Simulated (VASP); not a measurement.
An input for Quantum ESPRESSO's pw.x (written as the equivalent of a VASP run, and not itself run):

```
&CONTROL
  calculation = 'vc-relax'
  pseudo_dir = './pseudo'
  outdir = './out'
  tprnfor = .true.
  tstress = .true.
  nstep = 40
  forc_conv_thr = 0.00039
/
&SYSTEM
  ibrav = 0
  nat = 2
  ntyp = 2
  ecutwfc = 60.3
  occupations = 'smearing'
  smearing = 'gaussian'
  degauss = 0.003675
  input_dft = 'pbe'
/
&ELECTRONS
  conv_thr = 7.3e-09
  electron_maxstep = 100
/
&IONS
/
&CELL
  press = 100
/
ATOMIC_SPECIES
  Tl 204.380 Tl.upf
  Br 79.904 Br.upf
CELL_PARAMETERS angstrom
     3.7155492   -0.0000000   -0.0000000
     0.0000000    3.7155492    0.0000000
    -0.0000000    0.0000000    3.7155492
ATOMIC_POSITIONS crystal
  Tl   0.0000000  0.0000000  0.0000000
  Br   0.5000000  0.5000000  0.5000000
K_POINTS automatic
  6 6 6 0 0 0
```

Task: Translate this input to VASP (INCAR, KPOINTS, POSCAR, choice of POTCAR).

Result: This is not unique; one that fits is 
KPOINTS:
```
Automatic mesh
0
Gamma
6 6 6
0 0 0
```

**INCAR**
```
# general
SYSTEM   =  TlBr
PREC     =  Accurate
ENCUT    =  480   # plane-wave cut-off (eV)
LREAL    =  F   # projection in real space or not
LASPH    =  T

# electronic loop
EDIFF    =  1E-7
NELM     =  100   # most electronic steps
ALGO     =  Normal   # blocked Davidson
LMAXMIX  =  4   # l cut-off of mixed one-centre charges

# smearing
ISMEAR   =  0
SIGMA    =  0.05

# functional
GGA      =  PE   # PBE

# ions
IBRION   =  2
NSW      =  40   # most ionic steps
ISIF     =  3
EDIFFG   =  -0.01
PSTRESS  =  100   # kbar

# output
LWAVE    =  F
LCHARG   =  F
```

File POSCAR:
```
TlBr
1.0
  3.7155491750   0.0000000000   0.0000000000
  0.0000000000   3.7155491750   0.0000000000
  0.0000000000   0.0000000000   3.7155491750
Tl Br
1 1
Cartesian
  0.0000000000   0.0000000000   0.0000000000
  1.8577745875   1.8577745875   1.8577745875
```

POTCAR, in this order: Tl_d Br (PBE.64 set). Program: vasp_std.

Limits of the translation: the potentials are each code's own (VASP's PAW set, PseudoDojo norm-conserving files in pw.x), so ENCUT and ecutwfc are chosen apart and not converted; conv_thr bounds pw.x's estimated SCF error, while EDIFF bounds the energy change between steps; forc_conv_thr acts on force components and is met together with etot_conv_thr.

The compound is TlBr in the CsCl type structure. It was relaxed first under an external pressure of 10 GPa.
